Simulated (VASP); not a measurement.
K:

```xyz
1
Lattice="-2.6125 2.6125 2.6125 2.6125 -2.6125 2.6125 2.6125 2.6125 -2.6125" Properties=species:S:1:pos:R:3 pbc="T T T"
K     0.0000    0.0000    0.0000
```

```yaml
Program: VASP 6.6.1
Task: relaxation of cell and atoms
Functional: r2SCAN
Potentials_or_basis: VASP PAW PBE potentials, release 64 (K_sv)
Cutoff: 600 eV
k_mesh: 12 × 12 × 12
Occupations: methfessel-paxton, width 0.1 eV
Spin: no spin polarisation
```

At the start: pressure 0.3 GPa; volume 71.32 Å³/atom.

**Question.** How do energy, volume and symmetry change on relaxing?

**Answer.** Over 4 steps the energy falls by 4.0 meV/atom and the volume is 76.35 Å³/atom (+7.0 %); space group Im-3m (No. 229, to 0.05 Å).

Step by step:
```
step  energy change (eV)  largest force (eV/Å)  pressure (GPa)  volume (Å³)
   1              0.0000                0.0000            0.26        71.32
   2             -0.0018                0.0000            0.20        72.54
   3             -0.0040                0.0000            0.02        75.85
   4             -0.0040                0.0000            0.00        76.35
```

Final structure:
```
CELL_PARAMETERS angstrom
-2.67243 2.67243 2.67243
2.67243 -2.67243 2.67243
2.67243 2.67243 -2.67243
ATOMIC_POSITIONS crystal
K 0.00000 0.00000 0.00000
```

Caveat: the PAW data sets were made with another functional, which shifts forces and pressure a little.
